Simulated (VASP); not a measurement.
Data:

```
CELL_PARAMETERS angstrom
      2.54354    -6.72140     0.00000
      2.54354     6.72140     0.00000
      0.00000     0.00000     5.01261
ATOMIC_POSITIONS crystal
  Sb 0.56400 0.43600 0.25000
  Sb 0.43600 0.56400 0.75000
  W  0.85475 0.14525 0.25000
  W  0.14525 0.85475 0.75000
```

These are PBE GGA, VASP's PBE PAW potentials (set 64) (plane waves; VASP) values and carry that method's errors. Run with 300 eV cut-off, 3×3×3 Γ-centred mesh, Fermi-Dirac smearing of 0.10 eV, potentials Sb W_sv.

At this cut-off the stress carries a Pulay error, which pulls relaxed volumes low. Unless said otherwise, spin-orbit coupling is left out, though it shifts the bands of the heavy elements here.

Problem. What does the run give for the energy per atom (σ→0), pressure, largest force, band gap (on the k-mesh) with the smallest direct gap where there is one?

Solution. 
| Quantity | Value |
|---|---|
| band gap (on the k-mesh) | none (metal, semimetal or under 0.01 eV) |
| energy per atom (σ→0) | -4.439 eV/atom |
| pressure | -13.40 GPa |
| largest force | 0.871 eV/Å |

Only differences to runs with the same potentials and settings are physical.

The structure was generated: SbW was put into an ordered model structure, which need not be its known phase. The cell was not relaxed at this level. The k-mesh is coarse (spacing up to 0.44 per Å, 2π included), so the numbers may not be converged in it. VASP warned that the highest band is occupied, so more bands are needed.
